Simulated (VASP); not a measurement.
An input for Ansatz (written as the equivalent of a VASP run, and not itself run):

Ansatz 0.2 input:
```yaml
crystal:
  lattice:
    - [0.0000000, 2.7750000, 2.7750000]
    - [2.7750000, 0.0000000, 2.7750000]
    - [2.7750000, 2.7750000, 0.0000000]
  atoms:
    - { symbol: Ag, position: [0.0000000, 0.0000000, 0.0000000] }
    - { symbol: Cl, position: [0.5000000, 0.5000000, 0.5000000] }
kpoints:
  mp_grid: { grid: [8, 8, 8] }
hamiltonian:
  xc: r2scan
  pseudopotentials: { kind: paw }
scf:
  occupations: { method: gaussian, width: 0.05 }
  max_iter: 100
relax:
  max_steps: 60
  f_tol: 0.01
  cell: {}
output: { forces: true, stress: true, eigenvalues: true }
```

Q: Write the VASP files for the same calculation (r2SCAN).

A: One answer among several that fit: 
KPOINTS:
```
Automatic mesh
0
Gamma
8 8 8
0 0 0
```

POSCAR:
```
AgCl
1
    0.0000000000     2.7750000000     2.7750000000
    2.7750000000     0.0000000000     2.7750000000
    2.7750000000     2.7750000000     0.0000000000
Ag Cl
1 1
Direct
  0.0000000000   0.0000000000   0.0000000000
  0.5000000000   0.5000000000   0.5000000000
```

INCAR:
```
ALGO = Normal
EDIFF = 1E-6
EDIFFG = -0.01
ENCUT = 480
IBRION = 2
ISIF = 3
ISMEAR = 0
LASPH = .TRUE.
LCHARG = .FALSE.
LMAXMIX = 4
LMIXTAU = .TRUE.
LREAL = .FALSE.
LWAVE = .FALSE.
METAGGA = R2SCAN
NELM = 100
NSW = 60
PREC = Accurate
SIGMA = 0.05
SYSTEM = AgCl
```

POTCAR, in this order: Ag Cl (PBE.64 set). Program: vasp_std.

The two are equivalent in intent, not identical: each code has its own PAW files, so the cut-off isn't converted (ENCUT is set for VASP's; basis.ecutwfc is left out, and Ansatz then takes the one that its files recommend); Ansatz stops its SCF on the density residual and VASP on the energy change (EDIFF).

The compound is AgCl in the rock salt structure. This run relaxes it. Symmetry was kept, so distortions that lower it aren't found.
